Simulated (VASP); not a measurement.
Crystal: PmO.

```
Pm O
1.0
     3.15591    0.00000    0.00000
    -1.57796    2.73310    0.00000
     0.00000    0.00000    3.08001
Pm O
1 1
Direct
  0.00000 0.00000 0.00000
  0.66667 0.33333 0.50000
```

The cell comes from a database or a generator and needn't be the stable form of this composition.

Base run:

```yaml
Program: VASP 6.6.1
Functional: r2SCAN
Potentials_or_basis: VASP PAW PBE potentials, release 64 (Pm, O)
Cutoff: 520 eV
k_mesh: 7 × 7 × 6
Occupations: gaussian, width 0.05 eV
Spin: collinear spin, random start
Starting_moments: "[-1.22, 0.0] μB"
Hubbard_terms: Pm f U = 3 eV
```

Its results: band gap on the k mesh none (metal or under the smearing width); pressure 37.6 GPa.

Problem. The run is repeated on the same cell with these changes: spin from collinear spin, random start to no spin polarisation; further incar settings from ALGO = Normal; EDIFF = 1e-06; NBANDS = 22 to ALGO = Normal; EDIFF = 1e-07; NBANDS = 18. What comes out?

Solution. Band gap on the k mesh none (metal or under the smearing width); pressure 27.7 GPa.

Caveats: the PAW data sets were made with another functional, which shifts forces and pressure a little; the magnetic or orbital state may not be the lowest (some runs); a pressure of tens of GPa on the cell as given is suspect, and the run, the potentials or the cell itself is likely at fault (some runs); spin-orbit coupling is left out, which moves the levels of the heavy elements (some runs); an odd number of electrons without spin polarisation forces a metal (some runs); a magnetic or distorted state may lie lower (some runs); U without spin polarisation on a metal has little footing (some runs).

Not every run made on this cell is shown here.
